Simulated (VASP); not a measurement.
```yaml
crystal:
  lattice:
    - [0.00000, 2.79007, 2.79007]
    - [2.79007, 0.00000, 2.79007]
    - [2.79007, 2.79007, 0.00000]
  atoms:
    - { symbol: Yb, position: [0.00000, 0.00000, 0.00000] }
```

Level of theory: RPBE GGA, VASP's PBE PAW potentials (set 64) (plane waves; VASP). Numerical set-up: 520 eV cut-off, 10×10×10 Γ-centred mesh, first-order Methfessel-Paxton smearing of 0.10 eV, potentials Yb_2.

The 4f electrons are frozen in the core of the lanthanide potential, so 4f levels, which can set the real gap, and their magnetism are missing.

Estimate the energy per atom (σ→0), band gap (on the k-mesh) with the smallest direct gap where there is one.

The band gap (on the k-mesh) is none (metal, semimetal or under 0.01 eV) and the energy per atom (σ→0) comes out as -1.223 eV/atom.

The absolute energy has meaning only against runs of the same code, potentials and settings.

The compound is Yb in the fcc structure. It was relaxed first, which changed the volume by +6 %. The start is the result of an earlier pass.
